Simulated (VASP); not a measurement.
Computed with AM05 GGA, VASP's PBE PAW potentials (set 64) (plane waves; VASP).

The input files of a VASP run:

**INCAR**
```
! general
SYSTEM  =  Ca
PREC    =  Accurate
ENCUT   =  400
LREAL   =  .FALSE.
LASPH   =  .TRUE.

! electronic loop
EDIFF   =  1E-6
NELM    =  100
ALGO    =  Normal

! smearing
ISMEAR  =  1
SIGMA   =  0.1

! functional
GGA     =  AM

! ions
ISIF    =  2

! output
LWAVE   =  .FALSE.
LCHARG  =  .FALSE.
```

POSCAR:
```
Ca
3.9456560
  0.0000000000   0.7071067523   0.7071067523
  0.7071067523   0.0000000000   0.7071067523
  0.7071067523   0.7071067523   0.0000000000
Ca
1
Cart
  0.0000000000   0.0000000000   0.0000000000
```

File KPOINTS:
```
Automatic mesh
0
Gamma
10 10 10
0 0 0
```

POTCAR, in this order: Ca_sv (PBE.64 set). Program: vasp_std.

Output

**OSZICAR**
```
       N       E                     dE             d eps       ncg     rms          rms(c)
DAV:   1     0.546616601524E+02    0.54662E+02   -0.45501E+03   846   0.828E+02
DAV:   2    -0.104488618812E+01   -0.55707E+02   -0.55498E+02   884   0.212E+02
DAV:   3    -0.198767194248E+01   -0.94279E+00   -0.94031E+00  1351   0.298E+01
DAV:   4    -0.201377670444E+01   -0.26105E-01   -0.26095E-01  1252   0.381E+00
DAV:   5    -0.201477699977E+01   -0.10003E-02   -0.10001E-02  1375   0.355E-01    0.243E+00
DAV:   6    -0.200786271163E+01    0.69143E-02   -0.76508E-03  1106   0.126E+00    0.146E+00
DAV:   7    -0.200270778000E+01    0.51549E-02   -0.15869E-02   914   0.180E+00    0.852E-02
DAV:   8    -0.200268013071E+01    0.27649E-04   -0.12399E-03  1190   0.323E-01    0.237E-02
DAV:   9    -0.200268791830E+01   -0.77876E-05   -0.58036E-05  1344   0.568E-02    0.183E-02
DAV:  10    -0.200269202728E+01   -0.41090E-05   -0.33639E-05  1119   0.755E-02    0.207E-02
DAV:  11    -0.200268772659E+01    0.43007E-05   -0.38678E-06  1004   0.289E-02    0.706E-04
DAV:  12    -0.200268740553E+01    0.32105E-06   -0.19321E-07   538   0.433E-03
   1 F= -.20026874E+01 E0= -.20028290E+01  d E =0.424647E-03
```

OUTCAR:
```
------------------------ aborting loop because EDIFF is reached ----------------------------------------
  FORCE on cell =-STRESS in cart. coord.  units (eV):
  Direction    XX          YY          ZZ          XY          YZ          ZX
  --------------------------------------------------------------------------------------
  Total       -0.2212534     -0.2212534     -0.2212534      0.0000000     -0.0000000      0.0000000
  in kB       -8.1612738     -8.1612738     -8.1612738      0.0000000     -0.0000000      0.0000000
  external PRESSURE =      -8.1612738 kB  Pullay stress =       0.0000000 kB
  volume of cell :       43.44
      direct lattice vectors                 reciprocal lattice vectors
     0.000000000  2.790000000  2.790000000    -0.179211470  0.179211470  0.179211470
     2.790000000  0.000000000  2.790000000     0.179211470 -0.179211470  0.179211470
     2.790000000  2.790000000  0.000000000     0.179211470  0.179211470 -0.179211470
 POSITION                                       TOTAL-FORCE (eV/Angst)
 -----------------------------------------------------------------------------------
      0.00000      0.00000      0.00000         0.000000      0.000000      0.000000
 -----------------------------------------------------------------------------------
    total drift:                               -0.000000     -0.000000     -0.000000
  FREE ENERGIE OF THE ION-ELECTRON SYSTEM (eV)
  ---------------------------------------------------
  free  energy   TOTEN  =        -2.0026874055 eV

  energy  without entropy=       -2.0031120521  energy(sigma->0) =       -2.00282895
```
(Selected blocks of OUTCAR.)

OUTCAR:
```
 val. band max:        1.8367654084   @ k =  -0.3000   0.4000   0.1000

 cond. band min:       1.8945755177   @ k =  -0.4000   0.2000   0.0000


 Fermi energy:         1.8424879057

 k-point     1 :       0.0000    0.0000    0.0000
  band No.  band energies     occupation
      1     -40.0636      2.00000
      2     -21.1060      2.00000
      3     -21.1060      2.00000
      4     -21.1060      2.00000
      5      -2.1532      2.00000
      6       4.1114      0.00000
      7       4.1114      0.00000
      8       4.1114      0.00000
      9       5.1499      0.00000

 k-point     2 :       0.1000    0.0000    0.0000
  band No.  band energies     occupation
      1     -40.0626      2.00000
      2     -21.1182      2.00000
      3     -21.1077      2.00000
      4     -21.1077      2.00000
      5      -1.9869      2.00000
      6       3.9350      0.00000
      7       4.1716      0.00000
      8       4.1716      0.00000
      9       5.0993      0.00000

 k-point     3 :       0.2000    0.0000    0.0000
  band No.  band energies     occupation
      1     -40.0596      2.00000
      2     -21.1498      2.00000
      3     -21.1121      2.00000
      4     -21.1121      2.00000
      5      -1.5035      2.00000
      6       3.4916     -0.00000
      7       4.2577      0.00000
      8       4.2577      0.00000
      9       5.0770      0.00000

 k-point     4 :       0.3000    0.0000    0.0000
  band No.  band energies     occupation
      1     -40.0558      2.00000
      2     -21.1885      2.00000
      3     -21.1175      2.00000
      4     -21.1175      2.00000
      5      -0.7536      2.00000
      6       2.9050     -0.00000
      7       4.1887      0.00000
      8       4.1887      0.00000
      9       5.3061      0.00000

 k-point     5 :       0.4000    0.0000    0.0000
  band No.  band energies     occupation
      1     -40.0528      2.00000
      2     -21.2195      2.00000
      3     -21.1219      2.00000
...
```

The compound is Ca in the fcc structure. The cell was not relaxed at this level. The run is one of a series of settings (GGA = AM against the base run), some of them coarse on purpose.
